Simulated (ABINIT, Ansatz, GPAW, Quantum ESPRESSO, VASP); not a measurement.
Mg2PbN2: programs and potentials compared

```
Pb Mg N
1.0
     3.62686    0.00000    0.00000
    -1.81343    3.14096    0.00000
     0.00000    0.00000    6.56589
Pb Mg N
1 2 2
Direct
  0.00000 0.00000 0.50000
  0.33333 0.66667 0.86122
  0.66667 0.33333 0.13878
  0.33333 0.66667 0.20255
  0.66667 0.33333 0.79746
```

The cell comes from a database or a generator and needn't be the stable form of this composition.

Alike in all runs: task single point; functional PBE; k mesh 9 × 9 × 4; occupations fermi-dirac, width 0.05 eV; no spin polarisation; no spin-orbit coupling. Pressure is positive in compression and, in plane waves, holds the error of the finite cutoff, which Ansatz's Pulay term estimates and takes out.

```tsv
program and potentials	plane-wave cutoff (eV)	notes	pressure (GPa)
Ansatz, Ansatz PAW	420	8.8 valence electrons an atom on average; Pulay term of +0.25 GPa included	-0.19
ABINIT, JTH PAW PBE v2.0	707	8.8 valence electrons an atom on average	-0.29
GPAW, GPAW PAW data sets (gpaw-data 1.2.1)	800	8.8 valence electrons an atom on average	-0.62
VASP, PBE PAW files Mg, N, Pb_d, 520 eV	520	5.6 valence electrons an atom on average	-0.42
Quantum ESPRESSO, SSSP 1.3 efficiency PBE	816	5.6 valence electrons an atom on average	-0.42
```

The pressure spans -0.62 (GPAW, GPAW PAW data sets (gpaw-data 1.2.1)) to -0.19 GPa (Ansatz, Ansatz PAW).

Differences between rows come from potentials, basis sets and numerical settings, since the functional is the same but for its coding. Runs on potential files found faulty are left out.
